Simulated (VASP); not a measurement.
Given:

```yaml
crystal:
  lattice:
    - [1.77395, -3.07258, 0.00000]
    - [1.77395, 3.07258, 0.00000]
    - [0.00000, 0.00000, 5.52346]
  atoms:
    - { symbol: Lu, position: [0.33333, 0.66667, 0.25000] }
    - { symbol: Lu, position: [0.66667, 0.33333, 0.75000] }
```

All values below come from r2SCAN meta-GGA, VASP's PBE PAW potentials (set 64) (plane waves; VASP 6.6.1). Settings: 520 eV cut-off, 12×12×7 Γ-centred mesh, first-order Methfessel-Paxton smearing of 0.10 eV, potentials Lu_3.

Predict the energy per atom (σ→0), pressure, band gap (on the k-mesh) with the smallest direct gap where there is one.

```
Property                                                     Value
------------------------  ----------------------------------------
band gap (on the k-mesh)  none (metal, semimetal or under 0.01 eV)
energy per atom (σ→0)                              -38.077 eV/atom
pressure                                                 -1.30 GPa
```

The absolute energy has meaning only against runs of the same code, potentials and settings.

The compound is Lu in the hcp structure. This cell is one point of a volume scan, at 1.03 of the reference volume.
